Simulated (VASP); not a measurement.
Shape and ions are relaxed at each volume.

Energy against volume of Mg3Sb2 (a-la2o3). The numbers are results of PW91 GGA, VASP's PBE PAW potentials (set 64) (plane waves; VASP 6.6.1), not measurements.

```json
[
 {"V (Å³/atom)": "25.043", "E (eV/atom)": "-2.92900"},
 {"V (Å³/atom)": "25.842", "E (eV/atom)": "-2.93982"},
 {"V (Å³/atom)": "26.642", "E (eV/atom)": "-2.94322"},
 {"V (Å³/atom)": "27.441", "E (eV/atom)": "-2.94027"},
 {"V (Å³/atom)": "28.240", "E (eV/atom)": "-2.93194"}
]
```

Task: Fit a third-order Birch-Murnaghan equation of state.

Result: 
```
Item                                             Value
---------------------------------------  -------------
volume per atom                          26.65 Å³/atom
bulk modulus                                  42.2 GPa
pressure derivative of the bulk modulus           4.33
```

The compound is Mg3Sb2 in the a-la2o3 structure. It was relaxed first.
